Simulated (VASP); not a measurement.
Au:

```
CELL_PARAMETERS angstrom
-1.61981 1.61981 1.61981
1.61981 -1.61981 1.61981
1.61981 1.61981 -1.61981
ATOMIC_POSITIONS crystal
Au 0.00000 0.00000 0.00000
```

This isn't the form of Au at room conditions, which is fcc.

```yaml
Program: VASP 6.6.1
Task: relaxation of cell and atoms
Functional: LDA
Potentials_or_basis: VASP PAW LDA potentials, release 64 (Au)
Cutoff: 600 eV
k_mesh: 18 × 18 × 18
Occupations: gaussian, width 0.1 eV
Spin: no spin polarisation
```

At the start: pressure -3.8 GPa; volume 17.00 Å³/atom.

Question: Where does the relaxation end?

Answer: Over 3 steps the energy falls by 4.2 meV/atom and the volume is 16.66 Å³/atom (-2.0 %); space group Im-3m (No. 229, to 0.05 Å).

Step by step:
```
step  energy change (eV)  largest force (eV/Å)  pressure (GPa)  volume (Å³)
   1              0.0000                0.0000           -3.76        17.00
   2              0.0107                0.0000            8.09        16.04
   3             -0.0042                0.0000           -0.05        16.66
```

Final structure:
```yaml
crystal:
  lattice:
    - [-1.60884, 1.60884, 1.60884]
    - [1.60884, -1.60884, 1.60884]
    - [1.60884, 1.60884, -1.60884]
  atoms:
    - { symbol: Au, position: [0.00000, 0.00000, 0.00000] }
```
